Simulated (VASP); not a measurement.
# A VASP study of CaC4O4 (PBEsol): structure first, properties next, part 2 of 7

Aim: relax CaC4O4 with PBEsol, compute its properties on that cell and hold them against experiment. The start is a computed cell from the Materials Project.

VASP 6.6.1; PBEsol; plane waves and PAW (Ca_sv, C, O).

So far: The starting structure; Relaxing cell and atoms (PBEsol).

### Step 2. Relaxing cell and atoms (PBEsol) (continued)

The steps of the relaxation (22 of 25):

```
step  energy less that of the first step (eV)  largest force (eV/Å)  pressure (GPa)  volume (Å³)
   1                                   0.0000                0.1238           -2.10       251.16
   2                                   0.0379                1.2304            2.52       244.59
   3                                  -0.0176                0.3465           -0.49       248.76
   4                                  -0.0300                0.7214            0.17       243.99
   6                                  -0.0334                1.1071            0.46       243.02
   7                                  -0.0413                0.2914            0.18       244.37
   8                                  -0.0490                0.0434            0.02       243.10
   9                                  -0.0490                0.0433            0.03       243.10
  10                                  -0.0490                0.0426            0.03       243.13
  11                                  -0.0492                0.0251            0.02       243.15
  12                                  -0.0493                0.0326            0.02       243.17
  14                                  -0.0492                0.1178           -0.06       243.20
  15                                  -0.0493                0.0118           -0.01       243.18
  16                                  -0.0494                0.0158           -0.02       243.18
  17                                  -0.0495                0.0300           -0.05       243.19
  18                                  -0.0495                0.0581           -0.11       243.19
  19                                  -0.0495                0.0445           -0.08       243.19
  20                                  -0.0496                0.0414           -0.07       243.19
  22                                  -0.0497                0.0173           -0.03       243.15
  23                                  -0.0497                0.0436            0.04       243.10
  24                                  -0.0497                0.0308            0.01       243.13
  25                                  -0.0497                0.0066            0.01       243.12
```

```
conventional cell, symmetrised  before   after  change
                         a (Å)   6.982   6.895  -1.2 %
                         b (Å)   6.982   6.895  -1.2 %
                         c (Å)  10.304  10.227  -0.7 %
              volume (Å³/atom)   13.95   13.51  -3.2 %
```

The atoms that moved most (Å, as changes of fractional coordinates times the final cell):

```
atom      dx      dy      dz  length
 O16   0.000  -0.009  -0.014   0.017
 O15  -0.009   0.000  -0.014   0.017
 O12   0.000   0.009   0.014   0.017
 O17   0.000   0.009  -0.014   0.017
 O18   0.009   0.000  -0.014   0.017
 O14  -0.009   0.000   0.014   0.017
 O11   0.009   0.000   0.014   0.017
 O13   0.000  -0.009   0.014   0.017
```

The relaxed structure:

```xyz
18
Lattice="-3.4477 3.4477 5.1135 3.4477 -3.4477 5.1135 3.4477 3.4477 -5.1135" Properties=species:S:1:pos:R:3 pbc="T T T"
Ca    0.0000    0.0000    5.1135
Ca    3.4477    0.0000    2.5567
C     0.0000    0.0000    0.6087
C     0.0000    3.4477    3.1655
C     0.0000    3.4477    1.9480
C     0.0000    0.0000    9.6182
C     0.0000    0.0000    2.0451
C     0.0000    3.4477    4.6018
C     0.0000    3.4477    0.5116
C     0.0000    0.0000    8.1818
O     1.1107    0.0000    2.6525
O     3.4477    1.1107    0.0957
O     0.0000    2.3370    5.2092
O     2.3370    3.4477   -2.4610
O     2.3370    0.0000    5.0177
O     3.4477    2.3370    2.4610
O     0.0000    1.1107    7.5745
O     1.1107    3.4477   -0.0957
```

Numbers from this step:

| Quantity | Value |
| --- | --- |
| electrons | 100 |
| bands | 68 |
| irreducible k-points | 13 |
| symmetry operations | 16 |
| free energy (TOTEN) | -143.6283 eV |
| Fermi energy | -0.4005 eV |
| pressure | 0.006224 GPa |
| metallic | no |
| valence top at k | -0.25, 0.25, 0.25 |
| conduction bottom at k | 0.5, 0.5, 0.5 |
| least direct gap at k | 0.5, 0.5, 0.5 |
| SCF cycles over all ionic steps | 152 |
| gap on the k-mesh | 3.703 eV |
| least direct gap on the k-mesh | 3.757 eV |

It ends with a largest force of 0.007 eV/Å and a pressure of 0.01 GPa.

### Step 3. Second relaxation

The basis stayed that of the start cell while the cell moved. A rerun from the cell reached resets it; the error of the finite cutoff stays.

Contents of INCAR:

```
SYSTEM = CaC4O4
PREC = Accurate
ENCUT = 520
EDIFF = 1E-06
NELM = 100
ISMEAR = 0
SIGMA = 0.05
LREAL = .FALSE.
ALGO = Normal
GGA = PS
NBANDS = 68
LORBIT = 11
LWAVE = .FALSE.
LCHARG = .FALSE.
KPAR = 8
IBRION = 2
NSW = 60
ISIF = 3
EDIFFG = -0.01
```

Contents of POSCAR:

```
CaC4O4
1.0
   -3.4476774239      3.4476774239      5.1134574437
    3.4476774239     -3.4476774239      5.1134574437
    3.4476774239      3.4476774239     -5.1134574437
Ca C O
2 8 8
Direct
    0.5000000000      0.5000000000      0.0000000000
    0.2500000000      0.7500000000      0.5000000000
    0.0595229275      0.0595229275      0.0000000000
    0.8095229275      0.3095229275      0.5000000000
    0.6904770725      0.1904770725      0.5000000000
    0.9404770725      0.9404770725      0.0000000000
    0.1999713988      0.1999713988      0.0000000000
    0.9499713988      0.4499713988      0.5000000000
    0.5500286012      0.0500286012      0.5000000000
    0.8000286012      0.8000286012      0.0000000000
    0.2593610611      0.4204372092      0.1610761481
    0.1704372092      0.5093610611      0.6610761481
    0.8482849130      0.5093610611      0.3389238519
    0.2593610611      0.0982849130      0.8389238519
    0.4906389389      0.8295627908      0.3389238519
    0.5795627908      0.7406389389      0.8389238519
    0.9017150870      0.7406389389      0.1610761481
    0.4906389389      0.1517150870      0.6610761481
```

Contents of KPOINTS:

```
Automatic mesh
0
Gamma
4 4 4
0 0 0
```

PAW data sets: Ca_sv, C and O (PBE family, release 64).

On the command line:

```sh
$ mpirun -np 8 vasp_std
```

The program printed:

```text
[banner, memory and clock lines left out]
running    8 mpi-ranks, on    1 nodes
 distrk:  each k-point on    1 cores,    8 groups
 distr:  one band on    1 cores,    1 groups

 POSCAR found type information on POSCAR CaC O
 POSCAR found :  3 types and      18 ions
 [... a notice as in an earlier step ...]

 [... a notice as in an earlier step ...]

 [... a notice as in an earlier step ...]

 LDA part: xc-table for (Slater+PW92), standard interpolation
 POSCAR, INCAR and KPOINTS ok, starting setup
 FFT: planning ... GRIDC
 FFT: planning ... GRID_SOFT
 FFT: planning ... GRID
 WAVECAR not read
 entering main loop
       N       E                     dE             d eps       ncg     rms          rms(c)
DAV:   1     0.787257338561E+03    0.78726E+03   -0.50918E+04  1768   0.138E+03
DAV:   2    -0.831463531502E+02   -0.87040E+03   -0.84117E+03  2196   0.360E+02
DAV:   3    -0.153220784528E+03   -0.70074E+02   -0.69571E+02  2316   0.105E+02
DAV:   4    -0.155444441853E+03   -0.22237E+01   -0.22178E+01  2856   0.163E+01
DAV:   5    -0.155586614805E+03   -0.14217E+00   -0.14214E+00  2816   0.274E+00    0.227E+01
DAV:   6    -0.144706735914E+03    0.10880E+02   -0.34959E+01  2044   0.228E+01    0.101E+01
DAV:   7    -0.143840571839E+03    0.86616E+00   -0.31558E+00  2360   0.719E+00    0.553E+00
DAV:   8    -0.143622750296E+03    0.21782E+00   -0.13015E+00  2136   0.403E+00    0.136E+00
DAV:   9    -0.143613641388E+03    0.91089E-02   -0.16106E-01  2448   0.192E+00    0.619E-01
DAV:  10    -0.143617214420E+03   -0.35730E-02   -0.35743E-02  2232   0.820E-01    0.187E-01
DAV:  11    -0.143618442811E+03   -0.12284E-02   -0.39449E-03  2384   0.250E-01    0.911E-02
DAV:  12    -0.143619151858E+03   -0.70905E-03   -0.71612E-04  2136   0.103E-01    0.287E-02
DAV:  13    -0.143619265409E+03   -0.11355E-03   -0.18145E-04  2392   0.486E-02    0.118E-02
DAV:  14    -0.143619277954E+03   -0.12545E-04   -0.27668E-05  2272   0.187E-02    0.418E-03
DAV:  15    -0.143619279002E+03   -0.10476E-05   -0.27252E-06  2024   0.624E-03    0.138E-03
DAV:  16    -0.143619279059E+03   -0.57080E-07   -0.42041E-07  1472   0.262E-03
   1 F= -.14361928E+03 E0= -.14361928E+03  d E =-.143619E+03
 curvature:   0.00 expect dE= 0.000E+00 dE for cont linesearch  0.000E+00
 trial: gam= 0.00000 g(F)=  0.133E-04 g(S)=  0.246E-05 ort = 0.000E+00 (trialstep = 0.100E+01)
 search vector abs. value=  0.158E-04
 reached required accuracy - stopping structural energy minimisation
```

Wall time 53 s (8 MPI ranks of Intel Xeon Platinum 8559C (Emerald Rapids), shared host); peak memory 4 GiB.

OUTCAR, selected parts (step 3):

```text
  LATTYP: Found a body centered tetragonal cell.
 ALAT       =     6.8953548478
 C/A-ratio  =     1.4831600568

 Found     13 irreducible k-points:

   ENCUT  =  520.0 eV  38.22 Ry    6.18 a.u.  13.14 13.14 13.14*2*pi/ulx,y,z

   NELECT =     100.0000    total number of electrons

 E-fermi :  -0.4008

 k-point     1 :       0.0000    0.0000    0.0000
  band No.  band energies     occupation
    ...
     46      -1.2162      2.00000
     47      -0.8843      2.00000
     48      -0.8843      2.00000
     49      -0.6428      2.00000
     50      -0.6428      2.00000
     51       3.4006      0.00000
     52       3.4006      0.00000
     53       3.8841      0.00000
     54       3.8841      0.00000
     55       5.7102      0.00000
    ...

 k-point     2 :       0.2500    0.0000    0.0000
  band No.  band energies     occupation
    ...
     46      -1.2360      2.00000
     47      -0.9057      2.00000
     48      -0.8689      2.00000
     49      -0.7662      2.00000
     50      -0.6731      2.00000
     51       3.2983      0.00000
     52       3.4172      0.00000
     53       3.7560      0.00000
     54       3.8551      0.00000
     55       6.0167      0.00000
    ...

  Total        0.0125234      0.0125234      0.0245468      0.0000000      0.0000000      0.0000000
  in kB        0.0825284      0.0825284      0.1617623      0.0000000      0.0000000      0.0000000
  external PRESSURE =       0.1089397 kB  Pullay stress =       0.0000000 kB

 POSITION                                       TOTAL-FORCE (eV/Angst)
 -----------------------------------------------------------------------------------
      0.00000      0.00000      5.11346         0.000000     -0.000000     -0.000000
      3.44768      0.00000      2.55673         0.000000     -0.000000     -0.000000
      0.00000      0.00000      0.60874         0.000000      0.000000      0.007406
      0.00000      3.44768      3.16546         0.000000      0.000000      0.007406
      0.00000      3.44768      1.94799         0.000000     -0.000000     -0.007406
      0.00000      0.00000      9.61818         0.000000      0.000000     -0.007406
      0.00000      0.00000      2.04509         0.000000     -0.000000     -0.003415
     -0.00000      3.44768      4.60182        -0.000000      0.000000     -0.003415
      0.00000      3.44768      0.51164        -0.000000      0.000000      0.003415
      0.00000      0.00000      8.18182         0.000000     -0.000000      0.003415
      1.11068      0.00000      2.65246        -0.000406     -0.000000      0.001028
      3.44768      1.11068      0.09573         0.000000     -0.000406      0.001028
     -0.00000      2.33700      5.20919         0.000000      0.000406      0.001028
      2.33700      3.44768     -2.46099         0.000406     -0.000000      0.001028
      2.33700      0.00000      5.01772         0.000406     -0.000000     -0.001028
      3.44768      2.33700      2.46099         0.000000      0.000406     -0.001028
      0.00000      1.11068      7.57445         0.000000     -0.000406     -0.001028
      1.11068      3.44768     -0.09573        -0.000406      0.000000     -0.001028
 -----------------------------------------------------------------------------------
    total drift:                               -0.000000     -0.000000      0.000000

  FREE ENERGIE OF THE ION-ELECTRON SYSTEM (eV)
  ---------------------------------------------------
  free  energy   TOTEN  =      -143.6192790588 eV

  energy  without entropy=     -143.6192790588  energy(sigma->0) =     -143.61927906

 total charge
# of ion       s       p       d       tot
------------------------------------------
    1        2.019   5.861   0.195   8.075
    2        2.019   5.861   0.195   8.075
    3        0.906   1.758   0.000   2.664
    4        0.906   1.758   0.000   2.664
    5        0.906   1.758   0.000   2.664
    6        0.906   1.758   0.000   2.664
    7        0.857   1.732   0.000   2.589
    8        0.857   1.732   0.000   2.589
    9        0.857   1.732   0.000   2.589
   10        0.857   1.732   0.000   2.589
   11        1.571   3.571   0.000   5.142
   12        1.571   3.571   0.000   5.142
   13        1.571   3.571   0.000   5.142
   14        1.571   3.571   0.000   5.142
   15        1.571   3.571   0.000   5.142
   16        1.571   3.571   0.000   5.142
   17        1.571   3.571   0.000   5.142
   18        1.571   3.571   0.000   5.142
--------------------------------------------------
tot         23.661  54.249   0.390  78.299

[... 7 parts as in an earlier step ...]

[... 6 further parts left out ...]
```

CONTCAR:

```
CaC4O4
   1.00000000000000
    -3.4476774239000001    3.4476774239000001    5.1134574436999998
     3.4476774239000001   -3.4476774239000001    5.1134574436999998
     3.4476774239000001    3.4476774239000001   -5.1134574436999998
  Ca              C               O
     2     8     8
Direct
     0.5000000000000000    0.5000000000000000    0.0000000000000000
     0.2500000000000000    0.7500000000000000    0.5000000000000000
     0.0595229274999980    0.0595229274999980    0.0000000000000000
     0.8095229274999980    0.3095229274999980    0.5000000000000000
     0.6904770725000020    0.1904770725000020    0.5000000000000000
     0.9404770725000020    0.9404770725000020    0.0000000000000000
     0.1999713988000025    0.1999713988000025    0.0000000000000000
     0.9499713988000025    0.4499713988000025    0.5000000000000000
     0.5500286011999975    0.0500286011999975    0.5000000000000000
     0.8000286011999975    0.8000286011999975    0.0000000000000000
     0.2593610611000017    0.4204372092000028    0.1610761481000011
     0.1704372092000028    0.5093610611000017    0.6610761481000011
     0.8482849130000005    0.5093610611000017    0.3389238518999989
     0.2593610611000017    0.0982849130000005    0.8389238518999989
     0.4906389388999983    0.8295627907999972    0.3389238518999989
     0.5795627907999972    0.7406389388999983    0.8389238518999989
     0.9017150869999995    0.7406389388999983    0.1610761481000011
     0.4906389388999983    0.1517150869999995    0.6610761481000011
```

Little changed from the start: no atom moved by 0.005 Å and no cell edge by 0.1 %.

Numbers from this step:

```
free energy (TOTEN)             : -143.6193 eV
Fermi energy                    : -0.4008 eV
pressure                        : 0.01089 GPa
SCF cycles over all ionic steps : 16
```

It ends with a largest force of 0.007 eV/Å and a pressure of 0.01 GPa. The volume moved by under 0.01 %: the run met its threshold at the first step.

[end of part 2 of 7]

[Lines on the potential files, build, host, timing and source positions are cut from VASP's logs without a mark.]

[Logs are printed without paths, hosts, clocks, repeated set-up lines and the standing remarks that a program may print on its own settings, such as how far it seeks lower states.]

[Hosts, paths, dates, database ids (printed as entryN), source tags and the programs' standing remarks are cut or masked in the printed files.]

[A measured line is paired with the nearest computed mode of its activity, which favours agreement.]

[In band tables of VASP the shares of atoms and orbitals are scaled to a sum of 1 inside the atoms' spheres.]
